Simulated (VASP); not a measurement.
Consider the following.

```xyz
2
Lattice="1.5555 -2.8300 0.0000 1.5555 2.8300 0.0000 0.0000 0.0000 5.0646" Properties=species:S:1:pos:R:3 pbc="T T T"
Hf     1.5555     0.9433     1.2661
Hf     1.6156    -0.9433     3.7984
```

All values below come from PBE GGA, VASP's PBE PAW potentials (set 64) (plane waves; VASP). Numerical set-up: 400 eV cut-off, 11×11×6 Γ-centred mesh, first-order Methfessel-Paxton smearing of 0.10 eV, potentials Hf_pv.

Question: Which forces act on the atoms, in eV/Å?

Answer: 
| atom | Fx | Fy | Fz |
|---|---|---|---|
| Hf1 | 0.143 | -0.110 | 0.000 |
| Hf2 | -0.143 | 0.110 | 0.000 |

Question: Give the stress tensor in GPa (positive for a compressed cell).

Answer: 
```
 4.20  -0.66   0.00
-0.66  -2.38   0.00
 0.00   0.00   0.44
```
The pressure is its mean diagonal, 0.75 GPa.

The compound is Hf in the hcp structure. The cell was not relaxed at this level, atoms are displaced from their ideal sites. The run is one of a series of settings (KPOINTS 11×11×6 Γ-centred mesh against the base run), some of them coarse on purpose.
